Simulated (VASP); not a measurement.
Data:

```xyz
5
Lattice="3.7839 0.0000 0.0000 0.0000 3.7839 0.0000 0.0000 0.0000 3.7839" Properties=species:S:1:pos:R:3 pbc="T T T"
Sr     0.0000     0.0000     0.0000
V      1.8919     1.8919     1.8919
O      1.8919     0.0000     1.8919
O      0.0000     1.8919     1.8919
O      1.8919     1.8919     0.0000
```

Level of theory: PBEsol GGA, VASP's PBE PAW potentials (set 64) (plane waves; VASP 6.6.1). Settings: 620 eV cut-off, 8×8×8 Γ-centred mesh, first-order Methfessel-Paxton smearing of 0.10 eV, potentials Sr_sv V_sv O.

Energy and stress use the plane-wave basis of the starting cell.

Problem. The ions, cell shape and volume at an external pressure of 10.0 GPa are relaxed. What does this cell relax into?

Solution. 
```xyz
5
Lattice="3.7569 0.0000 0.0000 0.0000 3.7569 0.0000 0.0000 0.0000 3.7569" Properties=species:S:1:pos:R:3 pbc="T T T"
Sr     0.0000     0.0000     0.0000
V      1.8785     1.8785     1.8785
O      1.8785     0.0000     1.8785
O      0.0000     1.8785     1.8785
O      1.8785     1.8785     0.0000
```
Space group Pm-3m (221), at a tolerance of 0.03 Å.

Problem. How do energy and volume change from the first to the last step?

Solution. The energy (σ→0) changes by +10.7 meV/atom and the volume by -2.1 %, in 3 ionic steps.

```json
[
 {"step": "1", "E(σ→0) (eV)": "-41.3684", "max force (eV/Å)": "0.000", "pressure (GPa)": "5.03", "volume (Å³)": "54.18"},
 {"step": "2", "E(σ→0) (eV)": "-41.1938", "max force (eV/Å)": "0.000", "pressure (GPa)": "17.11", "volume (Å³)": "51.58"},
 {"step": "3", "E(σ→0) (eV)": "-41.3150", "max force (eV/Å)": "0.000", "pressure (GPa)": "9.98", "volume (Å³)": "53.03"}
]
```

The compound is SrVO3 in the cubic perovskite structure. This run relaxes it under an external pressure of 10 GPa. Symmetry was kept, so distortions that lower it aren't found. The run is not spin-polarised, so no magnetic state was tried. The electron count is odd and the run is not spin-polarised, which forces a metal.
